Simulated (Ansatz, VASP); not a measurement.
**BeAs: VASP beside Ansatz**

```
Be As
1.0
     1.67776    0.96865    2.88822
    -1.67776    0.96865    2.88822
     0.00000   -1.93731    2.88822
Be As
1 1
Direct
  0.50000 0.50000 0.50000
  0.00000 0.00000 0.00000
```

Alike in both runs: functional PBE; k mesh 6 × 6 × 6; occupations gaussian, width 0.1 eV; no spin polarisation.

Ansatz relaxed the structure, and its values are those at the end. VASP's run is a single point on that final structure, the one shown.

|  | VASP | Ansatz |
| --- | --- | --- |
| version | VASP 6.6.1 | Ansatz 0.2.0 |
| potentials or method | VASP PAW PBE potentials, release 64 (Be, As) | scalar-relativistic, plane waves, PAW |
| plane-wave cutoff (eV) | 520 | 420 |
| valence electrons in the cell | 7 | 17 |

```csv
,VASP,Ansatz,Ansatz less VASP
gap on the k mesh at the Fermi level (eV),none,none,-
pressure (GPa),0.3,0.1,-0.24
```

A gap of «none» marks a metal or a gap that the smearing closes. The two sets of potentials don't hold the same shells in valence.

Caveats: the k mesh is coarse (spacing up to 0.38 Å⁻¹), so the values aren't converged.
